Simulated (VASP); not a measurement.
Crystal: Ti.

```
Ti
1.0
     2.95000    0.00000    0.00000
    -1.47500    2.55477    0.00000
     0.00000    0.00000    4.68000
Ti
2
Direct
  0.33333 0.66667 0.25000
  0.66667 0.33333 0.75000
```

| Item | Value |
| --- | --- |
| Program | VASP 6.6.1 |
| Task | relaxation of cell and atoms |
| Functional | PBE |
| Potentials or basis | VASP PAW PBE potentials, release 64 (Ti_sv) |
| Cutoff | 520 eV |
| k mesh | 3 × 3 × 2 |
| Occupations | gaussian, width 0.1 eV |
| Spin | no spin polarisation |

At the start: pressure -2.7 GPa; volume 17.64 Å³/atom.

**Question.** How do energy, volume and symmetry change on relaxing?

**Answer.** Over 4 steps the energy falls by 5.8 meV/atom and the volume is 17.22 Å³/atom (-2.4 %); space group P6_3/mmc (No. 194, to 0.05 Å).

Step by step:
```csv
step,energy change (eV),largest force (eV/Å),pressure (GPa),volume (Å³)
1,0.0000,0.0000,-2.74,35.27
2,-0.0062,0.0000,2.40,33.75
3,-0.0112,0.0000,0.25,34.35
4,-0.0115,0.0000,0.00,34.44
```

Final structure:
```
CELL_PARAMETERS angstrom
2.94256 0.00000 0.00000
-1.47128 2.54834 0.00000
0.00000 0.00000 4.59313
ATOMIC_POSITIONS crystal
Ti 0.33333 0.66667 0.25000
Ti 0.66667 0.33333 0.75000
```

Caveat: the k mesh is coarse (spacing up to 0.82 Å⁻¹), so the values aren't converged.
